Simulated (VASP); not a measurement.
Method: PBEsol GGA, VASP's PBE PAW potentials (set 64) (plane waves; VASP).

VASP input:

**POSCAR**
```
Ga2O3
1
    2.5024013243     1.4447619601     4.4887629854
   -2.5024013243     1.4447619601     4.4887629854
    0.0000000000    -2.8895239203     4.4887629854
Ga O
4 6
Direct
  0.8557457278   0.8557457278   0.8557457278
  0.1442542722   0.1442542722   0.1442542722
  0.6442542722   0.6442542722   0.6442542722
  0.3557457278   0.3557457278   0.3557457278
  0.7500000000   0.4470464411   0.0529535589
  0.2500000000   0.5529535589   0.9470464411
  0.0529535589   0.7500000000   0.4470464411
  0.9470464411   0.2500000000   0.5529535589
  0.4470464411   0.0529535589   0.7500000000
  0.5529535589   0.9470464411   0.2500000000
```

**KPOINTS**
```
k-points along high-symmetry lines
12
Line-mode
Reciprocal
  0.000000   0.000000   0.000000 ! GAMMA
  0.500000   0.500000   0.500000 ! T

  0.500000   0.500000   0.500000 ! T
  0.764314   0.235686   0.500000 ! H_2

  0.500000  -0.235686   0.235686 ! H_0
  0.500000   0.000000   0.000000 ! L

  0.500000   0.000000   0.000000 ! L
  0.000000   0.000000   0.000000 ! GAMMA

  0.000000   0.000000   0.000000 ! GAMMA
  0.367843  -0.367843   0.000000 ! S_0

  0.632157   0.000000   0.367843 ! S_2
  0.500000   0.000000   0.500000 ! F

  0.500000   0.000000   0.500000 ! F
  0.000000   0.000000   0.000000 ! GAMMA
```

INCAR:
```
SYSTEM = Ga2O3
PREC = Accurate
ENCUT = 520
EDIFF = 1E-7
NELM = 100
ALGO = Normal
LREAL = .FALSE.
LASPH = .TRUE.
ISMEAR = 0
SIGMA = 0.05
GGA = PS
LMAXMIX = 4
LWAVE = .FALSE.
LCHARG = .FALSE.
LORBIT = 11
ICHARG = 11
```

POTCAR, in this order: Ga_d O (PBE.64 set). Program: vasp_std. Read from the step before: CHGCAR.

The resulting files:

**OUTCAR**
```
 ion  position               nearest neighbor table
   1  0.856  0.856  0.856-   8 1.93  10 1.93   6 1.93   5 2.08   7 2.08   9 2.08   3 2.85
   2  0.144  0.144  0.144-   7 1.93   9 1.93   5 1.93   6 2.08   8 2.08  10 2.08   4 2.85
   3  0.644  0.644  0.644-   6 1.93  10 1.93   8 1.93   7 2.08   5 2.08   9 2.08   1 2.85
   4  0.356  0.356  0.356-   5 1.93   9 1.93   7 1.93   8 2.08   6 2.08  10 2.08   2 2.85
   5  0.750  0.447  0.053-   4 1.93   2 1.93   1 2.08   3 2.08
   6  0.250  0.553  0.947-   3 1.93   1 1.93   2 2.08   4 2.08
   7  0.053  0.750  0.447-   2 1.93   4 1.93   3 2.08   1 2.08
   8  0.947  0.250  0.553-   1 1.93   3 1.93   4 2.08   2 2.08
   9  0.447  0.053  0.750-   2 1.93   4 1.93   3 2.08   1 2.08
  10  0.553  0.947  0.250-   1 1.93   3 1.93   2 2.08   4 2.08
  LATTYP: Found a trigonal (rhomboedric) cell.
 ALAT       =     5.3383838986
 COS(alpha) =     0.5605349781
 Subroutine PRICEL returns:
 Original cell was already a primitive cell.
 Subroutine GETGRP returns: Found 12 space group operations
The static configuration has the point symmetry S_6 .
 The point group associated with its full space group is D_3d.
The dynamic configuration has the point symmetry S_6 .
 Subroutine INISYM returns: Found 12 space group operations
   k-points           NKPTS =     84   k-points in BZ     NKDIM =     84   number of bands    NBANDS=     52
   number of dos      NEDOS =    301   number of ions     NIONS =     10
   total plane-waves  NPLWV =  64000
   dimension x,y,z NGX =    40 NGY =   40 NGZ =   40
   dimension x,y,z NGXF=    80 NGYF=   80 NGZF=   80
   ions per type =               4   6
   PREC   = accura    normal or accurate (medium, high low for compatibility)
   ISTART =      0    job   : 0-new  1-cont  2-samecut
   ICHARG =     11    charge: 1-file 2-atom 10-const
   ISPIN  =      1    spin polarized calculation?
   LNONCOLLINEAR =      F non collinear calculations
   LSORBIT =      F    spin-orbit coupling
   INIWAV =      1    electr: 0-lowe 1-rand  2-diag
   ENCUT  =  520.0 eV  38.22 Ry    6.18 a.u.   9.93  9.93  9.93*2*pi/ulx,y,z
   NELM   =    100;   NELMIN=  2; NELMDL= -5     # of ELM steps
   EDIFF  = 0.1E-06   stopping-criterion for ELM
   LREAL  =      F    real-space projection
   NLSPLINE    = F    spline interpolate recip. space projectors
   LMAXMIX     =    4 max onsite mixed and CHGCAR
...
```

File OSZICAR:
```
       N       E                     dE             d eps       ncg     rms          rms(c)
DAV:   1     0.117466668772E+04    0.11747E+04   -0.40547E+04 10176   0.322E+03
DAV:   2     0.188267250564E+03   -0.98640E+03   -0.94884E+03  8968   0.829E+02
DAV:   3    -0.441310638850E+02   -0.23240E+03   -0.22643E+03 10228   0.261E+02
DAV:   4    -0.627162447641E+02   -0.18585E+02   -0.18404E+02 10688   0.782E+01
DAV:   5    -0.634436708658E+02   -0.72743E+00   -0.72543E+00 11568   0.156E+01
DAV:   6    -0.634638316948E+02   -0.20161E-01   -0.20152E-01 11332   0.247E+00
DAV:   7    -0.634643574376E+02   -0.52574E-03   -0.52564E-03 12616   0.401E-01
DAV:   8    -0.634643642669E+02   -0.68293E-05   -0.68287E-05 11236   0.456E-02
DAV:   9    -0.634643644368E+02   -0.16987E-06   -0.16983E-06 11828   0.633E-03
DAV:  10    -0.634643644395E+02   -0.27521E-08   -0.28467E-08  6736   0.961E-04
   1 F= -.63464364E+02 E0= -.63464364E+02  d E =-.118843E-18
```

**OUTCAR**
```
 val. band max:        4.3134614583   @ k =   0.1672  -0.1672   0.0000

 cond. band min:       6.9829079951   @ k =   0.0000   0.0000   0.0000



 k-point     1 :       0.0000    0.0000    0.0000
  band No.  band energies     occupation
      1     -14.5985      2.00000
      2     -12.5661      2.00000
      3     -12.5661      2.00000
      4     -12.5470      2.00000
      5     -12.5224      2.00000
      6     -12.5224      2.00000
      7      -8.2508      2.00000
      8      -8.2508      2.00000
      9      -8.1592      2.00000
     10      -8.1592      2.00000
     11      -8.0840      2.00000
     12      -8.0588      2.00000
     13      -8.0079      2.00000
     14      -8.0079      2.00000
     15      -7.9698      2.00000
     16      -7.9698      2.00000
     17      -7.9140      2.00000
     18      -7.9140      2.00000
     19      -7.8438      2.00000
     20      -7.8350      2.00000
     21      -7.8350      2.00000
     22      -7.8326      2.00000
     23      -7.5991      2.00000
     24      -7.5991      2.00000
     25      -6.9934      2.00000
     26      -6.9934      2.00000
     27      -2.9352      2.00000
     28      -2.2651      2.00000
     29      -0.9920      2.00000
     30      -0.9920      2.00000
     31       0.0288      2.00000
     32       0.3260      2.00000
     33       0.6940      2.00000
     34       0.6940      2.00000
     35       0.9847      2.00000
     36       3.2878      2.00000
     37       3.2878      2.00000
     38       3.7750      2.00000
     39       3.7750      2.00000
     40       3.9755      2.00000
     41       3.9928      2.00000
     42       3.9928      2.00000
     43       4.0576      2.00000
     44       4.0576      2.00000
     45       6.9829      0.00000
     46      10.8547      0.00000
     47      10.9623      0.00000
     48      13.0566      0.00000
     49      14.3031      0.00000
     50      14.3209      0.00000
     51      14.4744      0.00000
     52      15.1618      0.00000
...
```

The density is held fixed in this step, so its total energy and stress have no physical meaning.

The structure comes from a computed database's Ga2O3 entry (R-3c); how it stands against other phases isn't given here. It was relaxed first.
